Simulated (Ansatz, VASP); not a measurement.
# Cross-check of B7Sb2P5H6 (h-BP hexagonal flake, H-capped, Sb on P sites) between VASP and Ansatz

One calculation is typed for both programs; each brings its own data sets. How far apart do they land? The cell is taken from a series of runs on this material, whose earlier steps may have relaxed, scaled, displaced or heated it; both programs get it as it stands.

Method: plane waves, with VASP 6.6.1 beside it; PBE, in Ansatz 0.2.0.

## Step 1: The structure

The cell holds 60 atoms: 15 P, 21 B, 6 Sb and 18 H. Its edges and angles: a = 27.436 Å, b = 25.300 Å, c = 10.000 Å, α = 90.0°, β = 90.0°, γ = 90.0°. It derives from BP (h-BP). H-BP (a = 3.21 A), rectangular cell with x along the armchair direction; hexagon of inner radius 7.5 A, edges capped with H, 6 of 21 P replaced by Sb at random; (so at first; earlier steps may have moved the atoms), displaced by a Gaussian of 0.02 A. Vacuum lies along a, b and c.

## Step 2: Ansatz: single point, PBE

Ansatz runs on its default PAW (the set named soft_2) files.

A single point takes one fixed geometry, so differences don't come from the geometry; what else differs is listed under the comparison.

input.yaml

```yaml
crystal:
  lattice:
    - [27.43635, 0.0, 0.0]
    - [0.0, 25.29951, 0.0]
    - [0.0, 0.0, 10.0]
  atoms:
    - { symbol: P, position: [0.25177, 0.44567, 0.47322] }
    - { symbol: B, position: [0.21937, 0.50911, 0.46644] }
    - { symbol: P, position: [0.25898, 0.56677, 0.44298] }
    - { symbol: B, position: [0.31385, 0.29829, 0.50705] }
    - { symbol: Sb, position: [0.34766, 0.22109, 0.5381], spin: 0.6 }
    - { symbol: B, position: [0.42655, 0.22875, 0.51454] }
    - { symbol: Sb, position: [0.46381, 0.29623, 0.60109] }
    - { symbol: B, position: [0.3166, 0.4412, 0.51609] }
    - { symbol: Sb, position: [0.34656, 0.3678, 0.59852] }
    - { symbol: B, position: [0.4252, 0.3704, 0.56575] }
    - { symbol: P, position: [0.45849, 0.43286, 0.53534] }
    - { symbol: B, position: [0.32468, 0.56606, 0.48579] }
    - { symbol: P, position: [0.35592, 0.50085, 0.50537] }
    - { symbol: B, position: [0.42413, 0.49834, 0.52197] }
    - { symbol: P, position: [0.45694, 0.56335, 0.53434] }
    - { symbol: B, position: [0.32396, 0.69258, 0.47986] }
    - { symbol: P, position: [0.35819, 0.63009, 0.50139] }
    - { symbol: B, position: [0.42504, 0.62904, 0.52874] }
    - { symbol: P, position: [0.45831, 0.69423, 0.5358] }
    - { symbol: P, position: [0.3585, 0.75396, 0.48902] }
    - { symbol: B, position: [0.42424, 0.7569, 0.51498] }
    - { symbol: B, position: [0.53965, 0.30248, 0.53352] }
    - { symbol: P, position: [0.5797, 0.2446, 0.53483] }
    - { symbol: B, position: [0.64245, 0.2461, 0.47385] }
    - { symbol: P, position: [0.66489, 0.31252, 0.43204] }
    - { symbol: B, position: [0.52524, 0.42911, 0.49991] }
    - { symbol: P, position: [0.56494, 0.3693, 0.5018] }
    - { symbol: B, position: [0.63245, 0.37459, 0.47125] }
    - { symbol: P, position: [0.66942, 0.43743, 0.47658] }
    - { symbol: B, position: [0.52398, 0.56424, 0.52733] }
    - { symbol: Sb, position: [0.56069, 0.50075, 0.42431] }
    - { symbol: B, position: [0.63812, 0.50178, 0.479] }
    - { symbol: P, position: [0.67227, 0.56473, 0.4961] }
    - { symbol: B, position: [0.52521, 0.70061, 0.55761] }
    - { symbol: Sb, position: [0.56557, 0.62918, 0.61072] }
    - { symbol: B, position: [0.63927, 0.62872, 0.52225] }
    - { symbol: P, position: [0.66926, 0.69339, 0.50044] }
    - { symbol: Sb, position: [0.56675, 0.77525, 0.57698], spin: 0.6 }
    - { symbol: B, position: [0.6379, 0.75677, 0.48339] }
    - { symbol: B, position: [0.73653, 0.43451, 0.49453] }
    - { symbol: B, position: [0.73959, 0.56301, 0.50903] }
    - { symbol: P, position: [0.76862, 0.498, 0.49751] }
    - { symbol: H, position: [0.22363, 0.4018, 0.51414] }
    - { symbol: H, position: [0.17595, 0.51239, 0.46304] }
    - { symbol: H, position: [0.2361, 0.61594, 0.46489] }
    - { symbol: H, position: [0.27273, 0.30126, 0.46738] }
    - { symbol: H, position: [0.3296, 0.18427, 0.40302] }
    - { symbol: H, position: [0.45049, 0.19133, 0.48151] }
    - { symbol: H, position: [0.28102, 0.69269, 0.46034] }
    - { symbol: H, position: [0.33274, 0.80188, 0.47417] }
    - { symbol: H, position: [0.44554, 0.79805, 0.51975] }
    - { symbol: H, position: [0.55638, 0.19499, 0.54473] }
    - { symbol: H, position: [0.66726, 0.20763, 0.46173] }
    - { symbol: H, position: [0.71607, 0.31776, 0.42678] }
    - { symbol: H, position: [0.71432, 0.69029, 0.43185] }
    - { symbol: H, position: [0.54289, 0.81432, 0.45285] }
    - { symbol: H, position: [0.66078, 0.79272, 0.43723] }
    - { symbol: H, position: [0.75867, 0.39393, 0.50136] }
    - { symbol: H, position: [0.76308, 0.60227, 0.52525] }
    - { symbol: H, position: [0.81917, 0.49602, 0.52338] }
magnetization:
  spin_polarized: true
kpoints:
  mp_grid: { grid: [1, 1, 1] }
hamiltonian:
  xc: pbe
scf:
  occupations: { method: fermi_dirac, width: 0.05 }
  lower_state_search: "off"
output:
  forces: true
  populations: true
  dos:
    method: { smearing: { sigma: 0.08 } }
    de: 0.1
    projected:
      site_lists:
        B: [B]
        H: [H]
        P: [P]
        Sb: [Sb]
        sheet: [0, 1, 2, 3, 4, 5, 6, 7, 8, 9, 10, 11, 12, 13, 14, 15, 16, 17, 18, 19, 20, 21, 22, 23, 24, 25, 26, 27, 28, 29, 30, 31, 32, 33, 34, 35, 36, 37, 38, 39, 40, 41]
        hydrogen: [42, 43, 44, 45, 46, 47, 48, 49, 50, 51, 52, 53, 54, 55, 56, 57, 58, 59]
  eigenvalues: true
  write_density: true
  write_potential: true
  volumetric_format: npy
```

Command:

```
$ ansatz run input.yaml --threads 4 --pin off --max-ram 8192MiB --backend cpu --events-out ev --progress --plain --runs-dir out
```

Numbers of over 12 decimals in the logs are rounded to 6 here.

The program printed:

```text
Engine: ansatz 0.2.0, aarch64-unknown-linux-gnu
Pseudopotentials: kind: paw
Pseudopotential: P, paw, valence charge 5, recommended cutoff 420 eV (normal), P.paw.azcp
Pseudopotential: B, paw, valence charge 3, recommended cutoff 420 eV (normal), B.paw.azcp
Pseudopotential: Sb, paw, valence charge 15, recommended cutoff 420 eV (normal), Sb.paw.azcp
Pseudopotential: H, paw, valence charge 1, recommended cutoff 420 eV (normal), H.paw.azcp
Functional definition: PBE
  parameter kappa = 0.804
  parameter beta = 0.066725
  exchange = pbe_x(kappa = kappa, mu = beta*pi^2/3)
  correlation = pbe_c(beta = beta)
Crystal: 60 atoms, lattice volume = 6941.262 Å³
Basis set: ecut = 420 eV, 135723 PW (Γ), exchange–correlation on 384×360×144 points (8 copies of the dense FFT grid, shifted against one another)
Bands: 184, of which v1, the nominal top of the filled ones, is band 123 counted from 1 (122 counted from 0)
Symmetry: 1 space group operations
Space group: P1 (ITA 1), of the structure as read, at distance tolerance 1.9e-4 Å
Magnetic group: BNS 1.1 (UNI 1), of the structure as read, at distance tolerance 1.9e-4 Å
k-points: 1
Non-local potential: P, projectors of the file, l = 0: 2, l = 1: 2, l = 2: 2
Non-local potential: B, projectors of the file, l = 0: 2, l = 1: 2, l = 2: 1
Non-local potential: Sb, projectors of the file, l = 0: 2, l = 1: 2, l = 2: 2, l = 3: 2
Non-local potential: H, projectors of the file, l = 0: 2, l = 1: 1
PAW form: soft (Blöchl's): semilocal exchange-correlation on the pseudo side does not see the compensation charge
PAW one-centre angular grid: P, 110 points (default); XC on 64 Gauss nodes
PAW one-centre angular grid: B, 110 points (default); XC on 64 Gauss nodes
PAW one-centre angular grid: Sb, 590 points (default); XC on 64 Gauss nodes
PAW one-centre angular grid: H, 110 points (default); XC on 64 Gauss nodes
Initial density: superposition of atomic densities (neutral atoms: chi_scale 0, normalization atom)
Starting moments: Σ|m| = 1.2 μB on 2 of 60 sites
Initial wavefunctions: pseudopotential atomic-orbital guess
Functional: x = pbe(κ = 0.804, μ = 0.219515), c = pbe(β = 0.066725)
SCF iter   1: F=—  HF=-53813.597962 eV  |F-HF|=—  |Δ(HF+E_count)|=         —  Δρ=1.44e-2 (↑1.44e-2 ↓1.44e-2)  dr2=7.49e1  dr2_m=5.52e-1  M=0.000 μB ∫|m|=0.164 μB  β_m=0.30  ethr=3.10e-3  ⟨swp⟩=8.0  Hψ=1912  notcnv=0  defer=63
preconditioner: auto → Resta (q_TF=auto, 1.564 Å⁻¹)  ε∞=1.4  [insulator: Δε(μ)=0.820 eV  Ē_g=9.372 eV  σ=0.050 eV  W_gap=1.00  n_scr=464 (ndim 8)  ℏωp=5.8 eV  f_vac=0.769  D(μ)=0.02/eV (n_scr^D=0)  ε∞_Penn≈1.4  vacuum switching on, ρ_ref=6.4e-3 e/Å³]
spin=Collinear: Resta preconditioning applied to the charge; magnetization (m = ρ↑ − ρ↓) channel mixes plain (no charge-response kernel on spin).
SCF iter   2: F=—  HF=-53795.654132 eV  |F-HF|=—  |Δ(HF+E_count)|=    1.79e1  Δρ=8.43e-3 (↑8.29e-3 ↓8.43e-3)  dr2=1.61e1  dr2_m=2.76e-1  M=0.000 μB ∫|m|=0.094 μB  β_m=0.30  ethr=3.10e-3  ⟨swp⟩=3.0  Hψ=656  notcnv=0  defer=96
SCF iter   3: F=—  HF=-53791.203088 eV  |F-HF|=—  |Δ(HF+E_count)|=    4.45e0  Δρ=4.40e-3 (↑4.32e-3 ↓4.40e-3)  dr2=3.70e0  dr2_m=1.37e-1  M=0.000 μB ∫|m|=0.075 μB  β_m=0.30  ethr=3.10e-3  ⟨swp⟩=2.0  Hψ=558  notcnv=0  defer=96
SCF iter   4: F=—  HF=-53790.186405 eV  |F-HF|=—  |Δ(HF+E_count)|=    1.02e0  Δρ=1.36e-3 (↑1.36e-3 ↓1.36e-3)  dr2=1.91e-1  dr2_m=6.79e-2  M=0.000 μB ∫|m|=0.060 μB  β_m=0.30  ethr=1.51e-3  ⟨swp⟩=3.0  Hψ=498  notcnv=0  defer=96
SCF iter   5: F=—  HF=-53790.171478 eV  |F-HF|=—  |Δ(HF+E_count)|=   1.49e-2  Δρ=8.75e-4 (↑8.70e-4 ↓8.75e-4)  dr2=4.85e-2  dr2_m=3.38e-2  M=0.000 μB ∫|m|=0.048 μB  β_m=0.30  ethr=7.76e-5  ⟨swp⟩=2.0  Hψ=544  notcnv=0  defer=96
SCF iter   6: F=—  HF=-53790.173941 eV  |F-HF|=—  |Δ(HF+E_count)|=   2.46e-3  Δρ=5.61e-4 (↑5.39e-4 ↓5.61e-4)  dr2=8.43e-3  dr2_m=1.68e-2  M=0.000 μB ∫|m|=0.039 μB  β_m=0.30  ethr=1.97e-5  ⟨swp⟩=2.0  Hψ=370  notcnv=0  defer=96
Mixer restart at iter 6: flushing history
spin-set hold released at iteration 6 (site moments contracting): the magnetisation degrees of freedom join the quasi-Newton model from the next iteration; the mixer history was flushed
SCF iter   7: F=—  HF=-53790.175567 eV  |F-HF|=—  |Δ(HF+E_count)|=   1.63e-3  Δρ=3.94e-4 (↑3.82e-4 ↓3.94e-4)  dr2=3.61e-3  dr2_m=8.36e-3  M=0.000 μB ∫|m|=0.031 μB  β_m=0.59  ethr=3.43e-6  ⟨swp⟩=2.0  Hψ=334  notcnv=0  defer=96
SCF iter   8: F=—  HF=-53790.183903 eV  |F-HF|=—  |Δ(HF+E_count)|=   8.34e-3  Δρ=1.41e-4 (↑1.34e-4 ↓1.41e-4)  dr2=3.72e-2  dr2_m=2.41e-4  M=0.000 μB ∫|m|=0.014 μB  β_m=0.42  ethr=1.47e-6  ⟨swp⟩=3.0  Hψ=518  notcnv=0  defer=96
SCF iter   9: F=—  HF=-53790.177921 eV  |F-HF|=—  |Δ(HF+E_count)|=   5.98e-3  Δρ=1.46e-5 (↑1.46e-5 ↓1.46e-5)  dr2=4.04e-5  dr2_m=6.54e-6  M=-0.000 μB ∫|m|=0.010 μB  β_m=0.45  ethr=1.47e-6  ⟨swp⟩=2.0  Hψ=510  notcnv=0  defer=96
[...]
atom   4  B      0.01519608     0.00036925     0.00394518
  atom   5  Sb    -0.00441360    -0.00172622     0.00165679
  atom   6  B     -0.00025288     0.00626199     0.00147045
  atom   7  Sb    -0.00749062    -0.00446711     0.00047572
  atom   8  B     -0.00192364    -0.00344364    -0.00438908
  atom   9  Sb    -0.00051620    -0.00057317     0.00048623
  atom  10  B     -0.00017964    -0.00545866     0.00242404
  atom  11  P      0.00089208     0.00410326    -0.00014023
  atom  12  B      0.00810733     0.00562637    -0.00122832
  atom  13  P     -0.00425200    -0.00081204     0.00114625
  atom  14  B      0.00212707     0.00104901     0.00432319
  atom  15  P     -0.00131083    -0.00247594    -0.00000650
  atom  16  B     -0.00106235    -0.00738020    -0.00061401
  atom  17  P      0.00229432     0.00299306     0.00070866
  atom  18  B     -0.00388067    -0.00071829    -0.00239434
  atom  19  P     -0.00150848    -0.00259307     0.00038794
  atom  20  P      0.00884403    -0.00097527     0.00240938
  atom  21  B     -0.00687241     0.00154400    -0.00136312
  atom  22  B      0.00005288     0.00981022     0.00182692
  atom  23  P     -0.00441678     0.00137213     0.00247144
  atom  24  B      0.00576228     0.00828744    -0.00397010
  atom  25  P      0.00431590    -0.00176752    -0.00541110
  atom  26  B     -0.00094850     0.00243861    -0.00260788
  atom  27  P      0.00124248    -0.01271174     0.00730228
[...]
atom  53  H     -0.00189777     0.00285613    -0.00384886
  atom  54  H     -0.00004790    -0.00072671     0.00586437
  atom  55  H     -0.00136118    -0.00037254     0.00138534
  atom  56  H      0.00053806    -0.00170214     0.00109660
  atom  57  H      0.00257507     0.00442698    -0.00233038
  atom  58  H      0.00269328    -0.00090001    -0.00318697
  atom  59  H      0.00219501     0.00124644    -0.00083518
  atom  60  H      0.00146229    -0.00033227    -0.00147392
  max |Σ_I F_I| component: 1.22e-6 eV/Å
--- Band table (eV) ---
  k-point 0 ↑: bands = [... 119 lower, -4.4615, -4.2741, -4.1504, -4.0168, -2.5080, -2.4165, -2.2529, -2.1436, ... 57 higher]
  k-point 0 ↓: bands = [... 119 lower, -4.4615, -4.2741, -4.1504, -4.0168, -2.5080, -2.4165, -2.2529, -2.1436, ... 57 higher]
--- Löwdin populations: 60 sites ---
  site symbol       q [e]    m [muB]
     0      P      4.4921     0.0000
     1      B      3.4494    -0.0000
     2      P      4.5042     0.0000
     3      B      3.4928    -0.0000
     4     Sb     14.4098     0.0000
     5      B      3.5007    -0.0000
     6     Sb     14.2695     0.0000
     7      B      3.6015    -0.0000
     8     Sb     14.2847     0.0000
     9      B      3.6320    -0.0000
    10      P      4.3799     0.0000
    11      B      3.5391    -0.0000
    12      P      4.3626     0.0000
    13      B      3.5180    -0.0000
    14      P      4.3705     0.0000
    15      B      3.4609    -0.0000
    16      P      4.3608     0.0000
    17      B      3.5445    -0.0000
    18      P      4.3759     0.0000
    19      P      4.4623     0.0000
    20      B      3.4547    -0.0000
    21      B      3.6090    -0.0000
    22      P      4.4749     0.0000
    23      B      3.4654    -0.0000
[...]
52      H      0.8906     0.0000
    53      H      0.9535    -0.0000
    54      H      0.9629    -0.0000
    55      H      1.0671     0.0000
    56      H      0.8971     0.0000
    57      H      0.9085     0.0000
    58      H      0.9032     0.0000
    59      H      0.9522    -0.0000
  spilling = 0.010646 (of n_electrons = 246.000000)
```

The column dr2 measures how far the density is from self-consistency, as an energy; F and HF (Harris–Foulkes) agree once it is small.

## Step 3: VASP: single point, PBE

The same cell, functional, mesh and smearing now go to VASP, with its own data sets.

Lines of VASP's logs that name or quote its potential files are left out, and so is its time.

INCAR

```
SYSTEM = B7Sb2P5H6
PREC = Accurate
ENCUT = 420
EDIFF = 1E-06
NELM = 200
ISMEAR = -1
SIGMA = 0.05
LREAL = Auto
ALGO = Normal
GGA = PE
NBANDS = 136
ISPIN = 2
MAGMOM = 0 0 0 0 0 0 0 0 0 0 0 0 0 0 0 -0 -0 -0 -0 -0 -0 -0 -0 -0 -0 -0 -0 -0 -0 -0 -0 -0 -0 -0 -0 -0 0 0 0 0 0 -0 -0 0 -0 0 0 0 0 -0 0 -0 0 -0 -0 0 0 0 0 -0
LORBIT = 11
LWAVE = .FALSE.
LCHARG = .FALSE.
ISIF = 2
LASPH = .TRUE.
GGA_COMPAT = .FALSE.
NCORE = 2
```

POSCAR

```
B7Sb2P5H6
1.0
   27.4363500000      0.0000000000      0.0000000000
    0.0000000000     25.2995100000      0.0000000000
    0.0000000000      0.0000000000     10.0000000000
P B Sb H
15 21 6 18
Direct
    0.2517700000      0.4456700000      0.4732200000
    0.2589800000      0.5667700000      0.4429800000
    0.4584900000      0.4328600000      0.5353400000
    0.3559200000      0.5008500000      0.5053700000
    0.4569400000      0.5633500000      0.5343400000
    0.3581900000      0.6300900000      0.5013900000
    0.4583100000      0.6942300000      0.5358000000
    0.3585000000      0.7539600000      0.4890200000
    0.5797000000      0.2446000000      0.5348300000
    0.6648900000      0.3125200000      0.4320400000
    0.5649400000      0.3693000000      0.5018000000
    0.6694200000      0.4374300000      0.4765800000
    0.6722700000      0.5647300000      0.4961000000
    0.6692600000      0.6933900000      0.5004400000
    0.7686200000      0.4980000000      0.4975100000
    0.2193700000      0.5091100000      0.4664400000
    0.3138500000      0.2982900000      0.5070500000
    0.4265500000      0.2287500000      0.5145400000
    0.3166000000      0.4412000000      0.5160900000
    0.4252000000      0.3704000000      0.5657500000
    0.3246800000      0.5660600000      0.4857900000
    0.4241300000      0.4983400000      0.5219700000
    0.3239600000      0.6925800000      0.4798600000
    0.4250400000      0.6290400000      0.5287400000
    0.4242400000      0.7569000000      0.5149800000
    0.5396500000      0.3024800000      0.5335200000
    0.6424500000      0.2461000000      0.4738500000
    0.5252400000      0.4291100000      0.4999100000
    0.6324500000      0.3745900000      0.4712500000
    0.5239800000      0.5642400000      0.5273300000
    0.6381200000      0.5017800000      0.4790000000
    0.5252100000      0.7006100000      0.5576100000
    0.6392700000      0.6287200000      0.5222500000
    0.6379000000      0.7567700000      0.4833900000
    0.7365300000      0.4345100000      0.4945300000
    0.7395900000      0.5630100000      0.5090300000
    0.3476600000      0.2210900000      0.5381000000
    0.4638100000      0.2962300000      0.6010900000
    0.3465600000      0.3678000000      0.5985200000
    0.5606900000      0.5007500000      0.4243100000
    0.5655700000      0.6291800000      0.6107200000
    0.5667500000      0.7752500000      0.5769800000
    0.2236300000      0.4018000000      0.5141400000
    0.1759500000      0.5123900000      0.4630400000
    0.2361000000      0.6159400000      0.4648900000
    0.2727300000      0.3012600000      0.4673800000
    0.3296000000      0.1842700000      0.4030200000
    0.4504900000      0.1913300000      0.4815100000
    0.2810200000      0.6926900000      0.4603400000
    0.3327400000      0.8018800000      0.4741700000
    0.4455400000      0.7980500000      0.5197500000
    0.5563800000      0.1949900000      0.5447300000
    0.6672600000      0.2076300000      0.4617300000
    0.7160700000      0.3177600000      0.4267800000
    0.7143200000      0.6902900000      0.4318500000
    0.5428900000      0.8143200000      0.4528500000
    0.6607800000      0.7927200000      0.4372300000
    0.7586700000      0.3939300000      0.5013600000
    0.7630800000      0.6022700000      0.5252500000
    0.8191700000      0.4960200000      0.5233800000
```

KPOINTS

```
Automatic mesh
0
Gamma
1 1 1
0 0 0
```

Potentials, in the order of the species: P, B, Sb and H (PBE family, release 64).

Command:

```
$ mpirun -np 8 vasp_gam
```

The program printed:

```text
[banner, memory and clock lines left out]
running    8 mpi-ranks, on    1 nodes
[...]
LDA part: xc-table for (Slater+PW92), standard interpolation
 POSCAR, INCAR and KPOINTS ok, starting setup
[...]
entering main loop
       N       E                     dE             d eps       ncg     rms          rms(c)
DAV:   1     0.147071384225E+04    0.14707E+04   -0.47673E+04   600   0.774E+02
DAV:   2     0.408307168853E+02   -0.14299E+04   -0.13567E+04   864   0.156E+02
DAV:   3    -0.299925658060E+03   -0.34076E+03   -0.33890E+03   688   0.885E+01
DAV:   4    -0.318602633299E+03   -0.18677E+02   -0.18534E+02   656   0.260E+01
[...]
DAV:  30    -0.295142045431E+03   -0.22333E-05   -0.11155E-08   448   0.446E-04    0.363E-04
DAV:  31    -0.295142046542E+03   -0.11111E-05   -0.40431E-09   416   0.334E-04    0.269E-04
DAV:  32    -0.295142047067E+03   -0.52519E-06    0.17714E-08   448   0.186E-04
   1 F= -.29514205E+03 E0= -.29514205E+03  d E =-.101290E-05  mag=    -0.0000
```

OUTCAR, selected parts (step 3):

```text
  FREE ENERGIE OF THE ION-ELECTRON SYSTEM (eV)
  ---------------------------------------------------
  free  energy   TOTEN  =      -295.1420470668 eV

  energy  without entropy=     -295.1420460539  energy(sigma->0) =     -295.14204656

 magnetization (x)
# of ion       s       p       d       tot
------------------------------------------
    1       -0.000  -0.000   0.000  -0.000
    2       -0.000  -0.000   0.000  -0.000
    3        0.000  -0.000   0.000  -0.000
    4        0.000  -0.000   0.000  -0.000
    5       -0.000  -0.000   0.000  -0.000
    6        0.000  -0.000   0.000   0.000
    7        0.000  -0.000   0.000  -0.000
    8       -0.000  -0.000   0.000  -0.000
    9       -0.000  -0.000   0.000  -0.000
   10        0.000   0.000   0.000   0.000
   11       -0.000  -0.000   0.000  -0.000
   12        0.000   0.000   0.000   0.000
   13        0.000  -0.000   0.000  -0.000
[...]
--------------------------------------------------
tot          0.000  -0.000   0.000  -0.000

[... 2 further parts left out ...]
[key lines of the parts left out:]
E-fermi :  -3.4547
```

## Step 4: Side by side

Known differences besides the potentials themselves: the data sets hold 246 valence electrons in Ansatz (on its default PAW (the set named soft_2) files) and 186 in VASP. Total energies have different zeros and are not compared.

Forces on 7 of the 60 atoms, those with the largest forces and the largest differences (eV/Å; atoms numbered as in POSCAR):

```
atom         Ansatz x, y, z            VASP x, y, z
 B30    0.000, 0.001, 0.000    -0.097, 0.003, 0.009
 B31   0.004, -0.004, 0.001    0.088, -0.002, 0.017
 B33  0.002, -0.003, -0.008   0.079, -0.005, -0.038
Sb37  -0.004, -0.002, 0.002    -0.003, 0.000, 0.099
Sb42   0.001, 0.002, -0.002    0.020, -0.003, 0.101
 H47    0.003, 0.003, 0.000  -0.028, -0.056, -0.082
 H56   0.001, -0.002, 0.001   -0.039, 0.060, -0.073
```

The forces differ by 28 meV/Å r.m.s., where the r.m.s. force is 0.004 eV/Å in Ansatz and 0.028 eV/Å in VASP: the atoms lie near their places of rest in Ansatz, so a percentage would say little (all taken over all components). Where the cell holds vacuum, a pressure given here is an average over it and none of the material.

## Step 5: Results

| Quantity | Value |
| --- | --- |
| r.m.s. force difference (single point, PBE) | 28 meV/Å |

**Reading.** The r.m.s. force difference is 28 meV/Å (single point, PBE), beyond the 12 meV/Å picked in this series as the mark of a large difference. The data sets hold unlike numbers of valence electrons (246 in Ansatz and 186 in VASP), so part of the differences may come from the potentials. What causes the difference of the single point, PBE pair stays open here. Such differences can come from data sets, numerical settings and the points named under the comparisons, not from the functional's error against experiment.

[Lines on the potential files, build, host, timing and source positions are cut from VASP's logs without a mark.]

[Logs are printed without paths, hosts, clocks, repeated set-up lines and the standing remarks that a program may print on its own settings, such as how far it seeks lower states.]

[Hosts, paths, dates, database ids (printed as entryN), source tags and the programs' standing remarks are cut or masked in the printed files.]
